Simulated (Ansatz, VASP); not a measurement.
# SiC (Moissanite): VASP beside Ansatz, part 3 of 3

Aim: how closely do two programs agree when they are given the same cell, functional and k mesh? The cell is taken from a series of runs on this material, whose earlier steps may have relaxed, scaled, displaced or heated it; both programs get it as it stands.

VASP 6.6.1 and Ansatz 0.2.0.

So far: The starting structure; VASP: zone-centre phonons, PBE, pair 1; Ansatz: zone-centre phonons, PBE, pair 1.

### 4. Side by side

Known differences besides the potentials themselves: fixed occupations in Ansatz, narrow Gaussian smearing in VASP; VASP's response is taken on the typed mesh, Ansatz refines its own for the field response alone; the cutoff is 420 eV in Ansatz and 600 eV in VASP. Total energies have different zeros and are not compared.

Compared:

| quantity | Ansatz | VASP | difference |
| --- | --- | --- | --- |
| ε∞ xx | 6.80 | 6.81 | -0.11 % |
| ε∞ yy | 6.80 | 6.81 | -0.11 % |
| ε∞ zz | 7.17 | 7.17 | -0.05 % |
| Born charge of C1 (mean of the diagonal) (e) | -2.78 | -2.76 | -0.02 |
| Born charge of Si3 (mean of the diagonal) (e) | 2.78 | 2.76 | +0.02 |
| optical mode 1 to 2 (cm⁻¹) | 254.1 | 254.6 | -0.18 % |
| optical mode 3 (cm⁻¹) | 618.0 | 617.3 | +0.12 % |
| optical mode 4 (cm⁻¹) | 804.4 | 803.8 | +0.07 % |
| optical mode 5 to 6 (cm⁻¹) | 806.3 | 805.7 | +0.06 % |
| optical mode 7 to 8 (cm⁻¹) | 834.7 | 834.4 | +0.03 % |
| optical mode 9 (cm⁻¹) | 876.3 | 876.4 | -0.01 % |

Modes are paired by rising frequency, not by their patterns, so a pair may set unlike modes beside each other; they are those without the splitting of longitudinal modes.

### 5. VASP: zone-centre phonons, PBE, pair 2

Second derivatives magnify differences that forces hide, and they need a tight electronic threshold. The cell compared in this pair holds 40.33 Å³, against 39.49 Å³ for the pair before.

The input, INCAR:

```
SYSTEM = SiC
PREC = Accurate
ENCUT = 600
EDIFF = 1E-08
NELM = 120
ISMEAR = 0
SIGMA = 0.01
LREAL = .FALSE.
ALGO = Normal
GGA = PE
NBANDS = 14
LORBIT = 11
LWAVE = .FALSE.
LCHARG = .FALSE.
ISIF = 2
IBRION = 8
LEPSILON = .TRUE.
LASPH = .TRUE.
GGA_COMPAT = .FALSE.
EFERMI = MIDGAP
KPAR = 2
```

The input, POSCAR:

```
SiC
1.0
    3.0504732188      0.0000000000      0.0000000000
   -1.5252366094      2.6417873010      0.0000000000
    0.0000000000      0.0000000000      5.0044810023
C Si
2 2
Direct
    0.3333333334      0.6666666668      0.3804000965
    0.6666666668      0.3333333334      0.8804000965
    0.3333333334      0.6666666668      0.0045999035
    0.6666666668      0.3333333334      0.5045999035
```

The input, KPOINTS:

```
Automatic mesh
0
Gamma
12 12 6
0 0 0
```

The projector-augmented-wave data sets are C and Si (PBE family, release 64).

Launch:

```sh
mpirun -np 2 vasp_std
```

Numbers of over 12 decimals in the logs are rounded to 6 here.

What it wrote:

```text
[... set-up lines as in an earlier step ...]
 entering main loop
       N       E                     dE             d eps       ncg     rms          rms(c)
DAV:   1     0.346035945804E+02    0.34604E+02   -0.80547E+03  2128   0.115E+03
DAV:   2    -0.308697996507E+02   -0.65473E+02   -0.59561E+02  2926   0.183E+02
DAV:   3    -0.339066644755E+02   -0.30369E+01   -0.30207E+01  2980   0.374E+01
DAV:   4    -0.339348946921E+02   -0.28230E-01   -0.28226E-01  2314   0.431E+00
[...]
DAV:  14    -0.300654516361E+02   -0.22088E-07   -0.70477E-09  2210   0.685E-04    0.103E-03
DAV:  15    -0.300654516103E+02    0.25844E-07   -0.18465E-08  1916   0.869E-04    0.116E-04
DAV:  16    -0.300654516108E+02   -0.51932E-09   -0.12295E-09  1328   0.289E-04
   1 F= -.30065452E+02 E0= -.30065452E+02  d E =0.000000E+00
 Linear response reoptimize wavefunctions to high precision
DAV:   1    -0.300654516116E+02   -0.82105E-09   -0.84720E-11  1646   0.787E-05
DAV:   2    -0.300654516117E+02   -0.17735E-10   -0.10856E-11  1250   0.264E-05
 Linear response G [H, r] |phi>, progress :
  Direction:   1
[...]
RMM:  11    -0.147541979640E-01    0.68500E-08   -0.43962E-09 21773   0.405E-06    0.483E-07
 first order change of Fermi-energy  -0.85338E+00
 force on displaced ion       3 direction 1 : -21.218  -0.001   0.000
 Born effective charge ion    3 direction 1 :   2.676  -0.000  -0.000
 Linear response progress:
  Degree of freedom:   4/  4
       N       E                     dE             d eps       ncg     rms          rms(c)
RMM:   1    -0.337575703957E-01   -0.33758E-01    0.65615E-02  7380   0.148E+00
RMM:   2    -0.279850458668E-01    0.57725E-02   -0.21286E-03  4610   0.398E-01    0.154E-01
RMM:   3    -0.275503977440E-01    0.43465E-03   -0.36371E-04  4786   0.125E-01    0.830E-02
RMM:   4    -0.273831857556E-01    0.16721E-03   -0.22943E-04  4885   0.761E-02    0.306E-02
[...]
RMM:  11    -0.273523635089E-01    0.47236E-07   -0.44752E-07  5073   0.438E-05    0.538E-06
RMM:  12    -0.273523303872E-01    0.33122E-07   -0.13881E-08  5222   0.971E-06    0.187E-06
RMM:  13    -0.273523249057E-01    0.54815E-08   -0.44275E-08  4826   0.457E-06    0.708E-07
 first order change of Fermi-energy  -0.41262E+00
 force on displaced ion       3 direction 3 :  -0.000   0.000 -28.528
 Born effective charge ion    3 direction 3 :   0.000   0.000   2.880
 Born effective charges drift removed
 Linear response finished
```

OUTCAR, selected parts (step 5):

```text
 POSITION                                       TOTAL-FORCE (eV/Angst)
 -----------------------------------------------------------------------------------
      0.00000      1.76119      1.90371         0.000000     -0.000000      0.000280
      1.52524      0.88060      4.40595        -0.000000      0.000000      0.000280
      0.00000      1.76119      0.02302         0.000000     -0.000000     -0.000280
      1.52524      0.88060      2.52526        -0.000000      0.000000     -0.000280
 -----------------------------------------------------------------------------------
    total drift:                                0.000000     -0.000000     -0.000114

 MACROSCOPIC STATIC DIELECTRIC TENSOR (including local field effects in DFT)
 ------------------------------------------------------
           6.854199     0.000000     0.000000
           0.000000     6.854199     0.000000
          -0.000000     0.000000     7.218885
 ------------------------------------------------------

 MACROSCOPIC STATIC DIELECTRIC TENSOR IONIC CONTRIBUTION
 ------------------------------------------------------
           3.128304     0.000000    -0.000000
           0.000000     3.128304    -0.000000
          -0.000000    -0.000000     3.905120
 ------------------------------------------------------

[... 1 part as in an earlier step ...]
```

### 6. Ansatz: zone-centre phonons, PBE, pair 2

The same cell, functional and mesh now go to Ansatz, which takes its cutoff from its data sets.

The cell is taken from a series of runs on this material, whose earlier steps may have relaxed, scaled, displaced or heated it; both programs get it as it stands.

The input, input.yaml:

```yaml
crystal:
  lattice:
    - [3.0504732188, 0.0, 0.0]
    - [-1.5252366094, 2.641787301, 0.0]
    - [0.0, 0.0, 5.0044810023]
  atoms:
    - { symbol: C, position: [0.3333333333, 0.6666666667, 0.3804000965] }
    - { symbol: C, position: [0.6666666667, 0.3333333333, 0.8804000965] }
    - { symbol: Si, position: [0.3333333333, 0.6666666667, 0.0045999035] }
    - { symbol: Si, position: [0.6666666667, 0.3333333333, 0.5045999035] }
kpoints:
  mp_grid: { grid: [12, 12, 6] }
hamiltonian:
  xc: pbe
  pseudopotentials: { kind: paw, azcp: { folder: soft_1 } }
scf:
  occupations: { method: fixed }
output:
  eigenvalues: true
phonons:
  method: dfpt
  dielectric: true
  rigid_motions: translations
```

Launch:

```sh
ansatz run input.yaml --threads 4 --pin off --max-ram 16384MiB --backend cpu --events-out ev --progress --plain --runs-dir out
```

What it wrote:

```text
[...]
Crystal: 4 atoms, lattice volume = 40.330 Å³
Basis set: ecut = 420 eV, 785 PW (Γ), exchange–correlation on 48×48×72 points (8 copies of the dense FFT grid, shifted against one another)
Bands: 12, of which v1, the nominal top of the filled ones, is band 8 counted from 1 (7 counted from 0)
Symmetry: 12 space group operations
k-points: 242 of 864 (irreducible under 2 space group operations, time reversal used)
[...]
optical modes at Γ + LO–TO along q̂ = [1.0000, 0.0000, 0.0000]:
      ω (cm⁻¹)  modes    IR ((D/Å)²/amu)
[...]
optical modes at Γ + LO–TO along q̂ = [0.0000, 1.0000, 0.0000]:
      ω (cm⁻¹)  modes    IR ((D/Å)²/amu)
[...]
optical modes at Γ + LO–TO along q̂ = [0.0000, 0.0000, 1.0000]:
      ω (cm⁻¹)  modes    IR ((D/Å)²/amu)
[...]
784.24      2             0.0000
        815.10      2            79.7128
        854.90      1             0.0000
        977.05      1            46.0922
[key lines of the parts left out:]
SCF converged after 8 iterations
Free energy (F): -1774.266638 eV
Fermi energy:    9.959323 eV
```

### 7. Comparison

The two programs side by side:

| quantity | Ansatz | VASP | difference |
| --- | --- | --- | --- |
| ε∞ xx | 6.85 | 6.85 | -0.11 % |
| ε∞ yy | 6.85 | 6.85 | -0.11 % |
| ε∞ zz | 7.22 | 7.22 | -0.04 % |
| Born charge of C1 (mean of the diagonal) (e) | -2.76 | -2.74 | -0.02 |
| Born charge of Si3 (mean of the diagonal) (e) | 2.76 | 2.74 | +0.02 |
| optical mode 1 to 2 (cm⁻¹) | 255.2 | 255.7 | -0.18 % |
| optical mode 3 (cm⁻¹) | 607.0 | 606.3 | +0.12 % |
| optical mode 4 to 5 (cm⁻¹) | 784.2 | 783.9 | +0.05 % |
| optical mode 6 (cm⁻¹) | 785.4 | 785.0 | +0.05 % |
| optical mode 7 to 8 (cm⁻¹) | 815.1 | 814.9 | +0.02 % |
| optical mode 9 (cm⁻¹) | 854.9 | 855.2 | -0.03 % |

Modes are paired by rising frequency, not by their patterns, so a pair may set unlike modes beside each other; they are those without the splitting of longitudinal modes.

### 8. Summary of results

| Property | Result |
| --- | --- |
| r.m.s. difference of the optical zone-centre modes, each program's sorted by frequency (zone-centre phonons, PBE, pair 1) | 0.47 cm⁻¹ |
| r.m.s. difference of the optical zone-centre modes, each program's sorted by frequency (zone-centre phonons, PBE, pair 2) | 0.40 cm⁻¹ |

**Reading.** The r.m.s. difference of the optical zone-centre modes, each program's sorted by frequency is 0.47 cm⁻¹ (zone-centre phonons, PBE, pair 1). Such differences can come from data sets, numerical settings and the points named under the comparisons, not from the functional's error against experiment.

[Lines on the potential files, build, host, timing and source positions are cut from VASP's logs without a mark.]

[Logs are printed without paths, hosts, clocks, repeated set-up lines and the standing remarks that a program may print on its own settings, such as how far it seeks lower states.]

[Hosts, paths, dates, database ids (printed as entryN), source tags and the programs' standing remarks are cut or masked in the printed files.]
